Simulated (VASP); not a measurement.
Output of a VASP run:

File OSZICAR:
```
       N       E                     dE             d eps       ncg     rms          rms(c)
DAV:   1     0.884673583126E+02    0.88467E+02   -0.77697E+03  2892   0.122E+03
DAV:   2    -0.252660308639E+02   -0.11373E+03   -0.11108E+03  2940   0.363E+02
DAV:   3    -0.286445849773E+02   -0.33786E+01   -0.31614E+01  3624   0.603E+01
DAV:   4    -0.286896495396E+02   -0.45065E-01   -0.44975E-01  3184   0.713E+00
DAV:   5    -0.286903622218E+02   -0.71268E-03   -0.71156E-03  3572   0.859E-01    0.252E+01
DAV:   6    -0.237646492165E+02    0.49257E+01   -0.29962E+01  3556   0.701E+01    0.830E+00
DAV:   7    -0.230662329467E+02    0.69842E+00   -0.72793E+00  3424   0.321E+01    0.491E+00
DAV:   8    -0.230520441648E+02    0.14189E-01   -0.21337E-01  3272   0.420E+00    0.138E+00
DAV:   9    -0.230413235160E+02    0.10721E-01   -0.52094E-02  3092   0.344E+00    0.521E-01
DAV:  10    -0.230400397071E+02    0.12838E-02   -0.27179E-02  3020   0.232E+00    0.143E-01
DAV:  11    -0.230369741310E+02    0.30656E-02   -0.13835E-02  2888   0.142E+00    0.100E-01
DAV:  12    -0.230437855347E+02   -0.68114E-02   -0.40100E-03  2920   0.786E-01    0.288E-02
DAV:  13    -0.230439131698E+02   -0.12764E-03   -0.77569E-05  3388   0.110E-01    0.109E-02
DAV:  14    -0.230439686910E+02   -0.55521E-04   -0.44761E-05  3072   0.782E-02    0.101E-02
DAV:  15    -0.230439700529E+02   -0.13618E-05   -0.31636E-06  3364   0.242E-02    0.464E-03
DAV:  16    -0.230439694252E+02    0.62768E-06   -0.28675E-07  2792   0.767E-03    0.210E-03
DAV:  17    -0.230439692403E+02    0.18486E-06   -0.57203E-07  2980   0.114E-02    0.597E-04
DAV:  18    -0.230439689934E+02    0.24686E-06   -0.68656E-09  1520   0.110E-03    0.427E-04
DAV:  19    -0.230439689664E+02    0.27019E-07   -0.78966E-10  1548   0.352E-04
   1 F= -.23043969E+02 E0= -.23043969E+02  d E =0.000000E+00
       N       E                     dE             ncg
```

OUTCAR:
```
------------------------ aborting loop because EDIFF is reached ----------------------------------------
  FORCE on cell =-STRESS in cart. coord.  units (eV):
  Direction    XX          YY          ZZ          XY          YZ          ZX
  --------------------------------------------------------------------------------------
  Total       -0.0105012     -0.0105012     -0.0105012      0.0000000      0.0000000      0.0000000
  in kB       -0.6552918     -0.6552918     -0.6552918      0.0000000      0.0000000      0.0000000
  external PRESSURE =      -0.6552918 kB  Pullay stress =       0.0000000 kB
  volume of cell :       25.68
      direct lattice vectors                 reciprocal lattice vectors
     2.950111607  0.000000000  0.000000000     0.338970227  0.000000000  0.000000000
     0.000000000  2.950111607  0.000000000     0.000000000  0.338970227  0.000000000
     0.000000000  0.000000000  2.950111607     0.000000000  0.000000000  0.338970227
 POSITION                                       TOTAL-FORCE (eV/Angst)
 -----------------------------------------------------------------------------------
      0.00000      0.00000      0.00000         0.000000      0.000000      0.000000
      1.47506      1.47506      1.47506         0.000000      0.000000      0.000000
 -----------------------------------------------------------------------------------
    total drift:                                0.000000      0.000000      0.000000
  FREE ENERGIE OF THE ION-ELECTRON SYSTEM (eV)
  ---------------------------------------------------
  free  energy   TOTEN  =       -23.0439689664 eV

  energy  without entropy=      -23.0439689664  energy(sigma->0) =      -23.04396897

 total charge

# of ion       s       p       d       tot
------------------------------------------
    1        2.264   6.211   3.194  11.669
    2        0.747   0.919   0.000   1.666
--------------------------------------------------
tot          3.010   7.130   3.194  13.335
```
(Selected blocks of OUTCAR.)

POSCAR:
```
VSi
1
    2.9501116074     0.0000000000    -0.0000000000
    0.0000000000     2.9501116074    -0.0000000000
    0.0000000000     0.0000000000     2.9501116074
V Si
1 1
Direct
  0.0000000000   0.0000000000   0.0000000000
  0.5000000000   0.5000000000   0.5000000000
```

Task: Write an INCAR and KPOINTS that could have produced this output.

Result: This is not unique; one that fits is the input of the run itself, r2SCAN meta-GGA, plane waves, VASP's PBE PAW potentials (set 64).

### INCAR
```
! general
SYSTEM   =  VSi
PREC     =  Accurate
ENCUT    =  400
LREAL    =  .FALSE.
LASPH    =  .TRUE.

! electronic loop
EDIFF    =  1E-7
NELM     =  100
ALGO     =  Normal
LMAXMIX  =  4
LMIXTAU  =  .TRUE.

! smearing
ISMEAR   =  -5

! functional
METAGGA  =  R2SCAN

! ions
ISIF     =  2

! output
LWAVE    =  .FALSE.
LCHARG   =  .FALSE.
LORBIT   =  11
NEDOS    =  601
```

**KPOINTS_OPT**
```
k-points along high-symmetry lines
10
Line-mode
Reciprocal
  0.000000   0.000000   0.000000 ! GAMMA
  0.000000   0.500000   0.000000 ! X

  0.000000   0.500000   0.000000 ! X
  0.500000   0.500000   0.000000 ! M

  0.500000   0.500000   0.000000 ! M
  0.000000   0.000000   0.000000 ! GAMMA

  0.000000   0.000000   0.000000 ! GAMMA
  0.500000   0.500000   0.500000 ! R

  0.500000   0.500000   0.500000 ! R
  0.000000   0.500000   0.000000 ! X

  0.500000   0.500000   0.500000 ! R
  0.500000   0.500000   0.000000 ! M
```

**KPOINTS**
```
Automatic mesh
0
Gamma
14 14 14
0 0 0
```

POTCAR, in this order: V_sv Si (PBE.64 set). Program: vasp_std.

For a metal the tetrahedron method with Blöchl corrections gives inexact stress and forces.

The structure was generated: VSi was put into the CsCl type type (Pm-3m), which need not be its known phase. It was relaxed first, which changed the volume by -36 %. The run is not spin-polarised, so no magnetic state was tried. The electron count is odd and the run is not spin-polarised, which forces a metal.
